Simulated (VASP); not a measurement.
Consider the following.

```xyz
2
Lattice="1.5898 -2.7536 0.0000 1.5898 2.7536 0.0000 0.0000 0.0000 5.1253" Properties=species:S:1:pos:R:3 pbc="T T T"
Zr     1.5898     0.9179     1.2813
Zr     1.5898    -0.9179     3.8440
```

Level of theory: PBEsol GGA, VASP's PBE PAW potentials (set 64) (plane waves; VASP). Numerical set-up: 480 eV cut-off, 12×12×8 Γ-centred mesh, first-order Methfessel-Paxton smearing of 0.10 eV, potentials Zr_sv.

Energy and stress use the plane-wave basis of the starting cell.

**Question.** The ions, cell shape and volume at an external pressure of 5.0 GPa are relaxed. Give the cell that the relaxation ends in.

**Answer.** 
```xyz
2
Lattice="1.5691 -2.7177 0.0000 1.5691 2.7177 0.0000 0.0000 0.0000 5.0268" Properties=species:S:1:pos:R:3 pbc="T T T"
Zr     1.5691     0.9059     1.2567
Zr     1.5691    -0.9059     3.7701
```
Space group P6_3/mmc (194), at a tolerance of 0.03 Å.

**Question.** How do energy and volume change from the first to the last step?

**Answer.** The energy (σ→0) changes by +15.7 meV/atom and the volume by -4.5 %, in 6 ionic steps.

| step | E(σ→0) (eV) | max force (eV/Å) | pressure (GPa) | volume (Å³) |
|---|---|---|---|---|
| 1 | -18.1582 | 0.000 | 0.23 | 44.87 |
| 2 | -18.0151 | 0.000 | 11.53 | 40.68 |
| 3 | -18.1276 | 0.000 | 4.95 | 42.90 |
| 4 | -18.1264 | 0.000 | 5.05 | 42.86 |
| 5 | -18.1267 | 0.000 | 5.05 | 42.87 |
| 6 | -18.1269 | 0.000 | 5.05 | 42.87 |

The compound is Zr in the hcp structure. This run relaxes it under an external pressure of 5 GPa. Symmetry was kept, so distortions that lower it aren't found.
